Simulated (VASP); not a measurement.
# YB6 (Pm-3m) scaled by ±6 % in volume: pressure and energy with r2SCAN + rVV10

We have to decide how far to compress YB6 in a press whose anvils we limit to 10 GPa. The experiment needs a cubic edge at least 1 % shorter than at zero pressure, so that changes in the metal are large enough to follow. The sample face is 1 mm², and the load on it may not exceed 10 kN. These limits are our own choice.

The table gives the pressure and the energy of the static crystal at seven volumes. Volume changes are counted from the fitted equilibrium volume of 9.76 Å³ per atom, and energies from the lowest point of the series. Positive pressure means compression. The rows with negative pressure describe a crystal under tension, which a press cannot produce, but they help to fix the stiffness.

## Computational details

A cell from a diffraction database, relaxed at this level and then scaled evenly, fractional positions kept. VASP 6.6.1, plane waves with PAW, r2SCAN + rVV10, cutoff 420 eV, k mesh 7×7×7, no spin polarisation, no spin-orbit coupling, static lattice. A Birch-Murnaghan fit to the energies has its minimum at 9.76 Å³ per atom.

Notes on method and selection:

- The pressure is that of a finite plane-wave basis, so it need not vanish exactly at the minimum of the energy.
- Only series whose fit has its minimum inside the range and an error under 0.5 meV per atom are shown.
- Where rows or columns differ in functional or spin-orbit coupling, non-spherical gradient terms in the PAW spheres (LASPH) may be on in some and off in others.
- Runs that did not converge, have known faults or may not be shown are not listed, and runs on Ansatz's PAW sets soft_1 and soft_2 are kept to separate tables.

Columns:

- volume change (%): volume relative to the fitted equilibrium volume.
- pressure (GPa): pressure from the stress tensor (positive: compressed).
- energy (meV/atom): energy per atom above the lowest point of the series.

Input lines of one member:

```
PREC = Accurate
ENCUT = 420
EDIFF = 1E-06
NELM = 100
ISMEAR = 0
SIGMA = 0.05
LREAL = .FALSE.
ALGO = Normal
METAGGA = R2SCAN
LUSE_VDW = .TRUE.
IVDW_NL = 2
BPARAM = 11.95
CPARAM = 0.0093
LASPH = .TRUE.
NBANDS = 21
```

Command (options for logging and memory left out): `mpirun -np 4 vasp_std`

## Computed values

| member | volume change (%) | pressure (GPa) | energy (meV/atom) |
| --- | --- | --- | --- |
| 9.17 Å³ | −6.03 | 12.64 | 22.26 |
| 9.37 Å³ | −4.03 | 8.04 | 9.65 |
| 9.56 Å³ | −2.04 | 3.85 | 2.38 |
| 9.76 Å³ | −0.04 | 0.01 | 0.00 |
| 9.95 Å³ | 1.96 | −3.49 | 2.09 |
| 10.15 Å³ | 3.96 | −6.69 | 8.25 |
| 10.34 Å³ | 5.96 | −9.62 | 18.15 |

Least-squares fits to the whole series, with x = volume change (%); R² and errors in the fitted variable (y, or ln y where the fit is in ln y):

| y | members | fit | R² | rms residual | leave-one-out rms | the same for the mean of the others |
| --- | --- | --- | --- | --- | --- | --- |
| pressure (GPa) | 7 | y = −0.061673 − 1.8483 x + 0.041957 x² | 1.00 | 0.030 | 0.079 | 8.7 |
| energy (meV/atom) | 7 | y = −0.02429 − 0.2358 x + 0.5625 x² | 1.00 | 0.38 | 1.0 | 9.2 |

## Mechanism

The pressure falls steadily as the cell grows, from 12.64 GPa at −6.03 % to −9.62 GPa at +5.96 %. Around equilibrium the size of the slope is (3.85 + 3.49) / (1.96 + 2.04) = 1.84 GPa per per cent of volume, which corresponds to a bulk modulus of 1.84 × 100 = 184 GPa.

The slope is not constant. Between the two most compressed rows it is (12.64 − 8.04) / (6.03 − 4.03) = 2.30 GPa per per cent, and between the two most expanded (9.62 − 6.69) / (5.96 − 3.96) = 1.47. To second order p = −B₀x + ½B₀(1 + B₀′)x², with x the fractional volume change. The printed pressure fit then gives B₀′ = 2 × 0.041957 × 10000 / (1.8483 × 100) − 1 = 3.54, so the bulk modulus rises by about 3.5 GPa for each GPa applied.

The energy follows from the same stiffness, because pressure is minus the slope of energy against volume. It rises roughly as the square of the volume change, and more steeply on compression: 22.26 meV per atom at −6.03 % against 18.15 at +5.96 %.

The lopsided curve is what bonding in solids leads us to expect. Shortening a bond raises the kinetic energy of the electrons and the repulsion between closed shells quickly, whereas the attraction fades more gently when the bond is stretched. In YB6 the stiffness should come mainly from the covalent boron network, in which octahedra are linked by further B–B bonds. Yttrium sits in the cages and gives up most of its valence electrons to that network.

## Members off the line

No row leaves the trend. The energy difference between the two most compressed rows implies a mean pressure of 100 × (22.26 − 9.65) / ((6.03 − 4.03) × 9.76 × 6.24) = 10.4 GPa, with 1 GPa Å³ = 6.24 meV. The stress tensor gives (12.64 + 8.04) / 2 = 10.34 GPa, so the two columns agree.

The parabola fitted to the energy misses by 0.38 meV per atom (rms) because it has no cubic term; this is a fault of the fitted form.

One bias is shared by all the strained rows. The boron positions were not relaxed, and the remaining forces push boron away from the centre of its octahedron in the compressed cells and towards it in the expanded ones. Relaxation would lower these energies and bring the pressures closer to zero, by roughly a few per cent.

## Meeting the brief

The edge follows from the volume as a/a₀ = (1 + x)^(1/3), and the load from F = pA with A = 1 mm², so that 1 GPa corresponds to 1 kN. This assumes that the sample is pressed equally from all sides, as in the calculation.

- **9.17 Å³:** 100 × (1 − (1 − 6.03 / 100)^(1/3)) = 2.05, so the edge is 2.05 % shorter. The load is 12.64 kN, above the limit.
- **9.37 Å³:** 100 × (1 − (1 − 4.03 / 100)^(1/3)) = 1.36, so the edge is 1.36 % shorter. The load is 8.04 kN, and both conditions are met.
- **9.56 Å³:** 100 × (1 − (1 − 2.04 / 100)^(1/3)) = 0.68, so the edge is 0.68 % shorter. The load is only 3.85 kN, but the compression is too small.

The equilibrium row and the three expanded rows offer no useful compression. We therefore pick 9.37 Å³ per atom, at 8.04 GPa. The runner-up is 9.56 Å³, which is safe for the anvils but misses the required shortening.

The brief could also be met at a lower pressure. An edge exactly 1 % shorter means a volume change of 100 × ((1 − 0.01)³ − 1) = −2.97 %, for which the printed fit gives −0.06 + 1.8483 × 2.97 + 0.041957 × 2.97² = 5.80 GPa. The working window is thus about 5.8 to 10 GPa, and the pick lies well inside it.

For a functional of this kind we allow a rough error of 10 % in the stiffness. The pick then needs at most 8.04 × 1.1 = 8.84 GPa, while 9.17 Å³ still needs at least 12.64 × 0.9 = 11.4 GPa. To overturn the pick, the true pressure would have to be 10 / 8.04 = 1.24 times the calculated one. A change of crystal structure under load would also overturn it, since every row keeps the cubic cell.

The target is a relative shortening, so an error in the equilibrium volume largely drops out. If a fixed edge length were required instead, a true equilibrium volume 1 % larger would put the pick at a volume change of 100 × ((1 − 4.03 / 100) / (1 + 0.01) − 1) = −4.98 %. With the same stiffness, the printed fit then gives −0.06 + 1.8483 × 4.98 + 0.041957 × 4.98² = 10.2 GPa, just above the limit.

## Conclusions and limits

Within about 6 % of the equilibrium volume, a bulk modulus near 184 GPa that stiffens under compression describes the cubic crystal well. The quadratic pressure fit predicts a left-out row to 0.079 GPa (rms), against 8.7 GPa for the mean of the others.

We know of no omitted effect as large as the 22 GPa spanned by the table. The largest is probably lattice vibration. With so much light boron, zero-point motion should add roughly 1 to 2 GPa at fixed volume, and warming adds a little more. Both enlarge the equilibrium cell. Much of this cancels when compression is counted from the sample's own zero-pressure edge, as it is in our brief.

[Logs are printed without paths, hosts, clocks, repeated set-up lines and the standing remarks that a program may print on its own settings, such as how far it seeks lower states.]
